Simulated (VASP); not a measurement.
NiMoIrPdW:

```
Ni Mo Pd Ir W
1.0
     2.34460   -1.43138    0.00906
     2.34460    1.43138    0.00906
    -2.20600    0.00000   10.92374
Ni Mo Pd Ir W
1 1 1 1 1
Direct
  0.49838 0.49838 0.29525
  0.31773 0.31773 0.91207
  0.24733 0.24733 0.49061
  0.74982 0.74982 0.10802
  0.68673 0.68673 0.69406
```

The cell was built by a generator and needn't be a form met in nature.

* Program: VASP 6.6.1
* Task: relaxation of cell and atoms
* Functional: LDA
* Potentials or basis: VASP PAW LDA potentials, release 64 (Ni, Mo_sv, Pd, Ir, W_sv)
* Cutoff: 600 eV
* k mesh: 11 × 11 × 3
* Occupations: fermi-dirac, width 0.05 eV
* Spin: collinear spin, ferromagnetic start
* Starting moments: [1.0, 1.0, 0.0, 0.6, 0.0] μB

At the start: pressure -13.4 GPa; volume 14.68 Å³/atom.

How do energy, volume and symmetry change on relaxing?

Over 57 steps the energy falls by 34.8 meV/atom and the volume is 13.90 Å³/atom (-5.3 %); space group Cm (No. 8, to 0.05 Å); moment 0.00 μB per cell.

Step by step:
```tsv
step	energy change (eV)	largest force (eV/Å)	pressure (GPa)	volume (Å³)
1	0.0000	0.0981	-13.44	73.38
3	-0.1590	0.3608	-0.74	69.92
5	-0.1594	0.3821	0.11	69.70
7	-0.1665	0.1991	0.22	69.54
9	-0.1703	0.0927	-0.83	69.72
11	-0.1711	0.0498	0.12	69.51
13	-0.1722	0.0612	0.06	69.53
15	-0.1729	0.0355	-0.31	69.61
17	-0.1731	0.0320	0.16	69.51
19	-0.1733	0.0312	0.09	69.52
21	-0.1734	0.0211	-0.16	69.58
23	-0.1735	0.0453	0.12	69.51
25	-0.1735	0.0226	0.05	69.54
27	-0.1736	0.0189	-0.16	69.57
29	-0.1736	0.0182	-0.18	69.56
31	-0.1736	0.0196	0.10	69.52
33	-0.1737	0.0190	-0.01	69.53
35	-0.1737	0.0128	0.04	69.52
37	-0.1737	0.0135	-0.12	69.57
39	-0.1737	0.0106	-0.06	69.53
41	-0.1737	0.0111	-0.12	69.53
43	-0.1737	0.0108	-0.11	69.53
45	-0.1738	0.0140	0.04	69.53
47	-0.1738	0.0178	-0.01	69.54
49	-0.1738	0.0072	0.09	69.52
51	-0.1738	0.0065	0.03	69.54
53	-0.1738	0.0078	-0.16	69.55
55	-0.1738	0.0068	-0.06	69.54
57	-0.1738	0.0037	0.02	69.50
```

Final structure:
```
Ni Mo Pd Ir W
1.0
     2.32265   -1.38736    0.02089
     2.32265    1.38736    0.02089
    -2.12973    0.00000   10.76542
Ni Mo Pd Ir W
1 1 1 1 1
Direct
  0.49774 0.49774 0.29645
  0.32862 0.32862 0.91317
  0.24580 0.24580 0.48807
  0.75259 0.75259 0.11072
  0.67524 0.67524 0.69161
```
